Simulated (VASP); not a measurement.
Consider the following.

```
CELL_PARAMETERS angstrom
      0.00000     2.69355     2.69355
      2.69355     0.00000     2.69355
      2.69355     2.69355     0.00000
ATOMIC_POSITIONS crystal
  Si 0.25000 0.25000 0.25000
  Si 0.75000 0.75000 0.75000
  Ni 0.00000 0.00000 0.00000
```

These are PBE GGA with D3 dispersion (Becke-Johnson damping), VASP's PBE PAW potentials (set 64) (plane waves; VASP) values and carry that method's errors. Settings: 520 eV cut-off, 11×11×11 Γ-centred mesh, tetrahedra with Blöchl corrections, potentials Si Ni.

**Question.** Tabulate the total density of states (states/eV per cell) against energy (eV; zero at the valence-band maximum or, without a gap, the Fermi level).

**Answer.** 
(E (eV), DOS (states/eV)): (-9.98, 0.74); (-9.86, 0.74); (-9.62, 0.76); (-9.50, 0.76); (-9.26, 0.62); (-9.14, 0.92); (-8.90, 0.86); (-8.78, 0.76); (-8.66, 0.74); (-8.42, 0.68); (-8.30, 0.69); (-8.06, 0.72); (-7.94, 0.73); (-7.82, 0.68); (-7.58, 0.91); (-7.46, 0.84); (-7.22, 0.87); (-7.10, 0.78); (-6.86, 0.75); (-6.74, 0.75); (-6.62, 0.75); (-6.38, 0.94); (-6.26, 0.96); (-6.02, 1.10); (-5.90, 1.13); (-5.78, 1.20); (-5.54, 1.58); (-5.42, 1.88); (-5.18, 3.75); (-5.06, 3.73); (-4.82, 3.38); (-4.70, 1.89); (-4.58, 1.84); (-4.34, 3.25); (-4.22, 2.61); (-3.98, 2.11); (-3.86, 3.03); (-3.74, 4.95); (-3.50, 6.98); (-3.38, 6.36); (-3.14, 2.94); (-3.02, 3.02); (-2.78, 2.05); (-2.66, 2.05); (-2.54, 2.38); (-2.30, 2.12); (-2.18, 1.86); (-1.94, 1.56); (-1.82, 1.43); (-1.70, 1.33); (-1.46, 1.02); (-1.34, 0.87); (-1.10, 0.67); (-0.98, 0.58); (-0.74, 0.47); (-0.62, 0.44); (-0.50, 0.40); (-0.26, 0.72); (-0.14, 0.80); (0.10, 0.91); (0.22, 0.97); (0.34, 1.03); (0.58, 1.15); (0.70, 1.23); (0.94, 1.71); (1.06, 2.13); (1.30, 1.37); (1.42, 0.98); (1.54, 0.63); (1.78, 0.24); (1.90, 0.34); (2.14, 1.50); (2.26, 1.92); (2.38, 2.27); (2.62, 2.22); (2.74, 1.87); (2.98, 1.39); (3.10, 1.30); (3.34, 0.93); (3.46, 0.82)
Within 2 eV below the Fermi level the largest weight inside VASP's projection spheres is Ni d, then Si p.

The compound is NiSi2 in the fluorite structure. It was relaxed first. The run is not spin-polarised, so no magnetic state was tried.
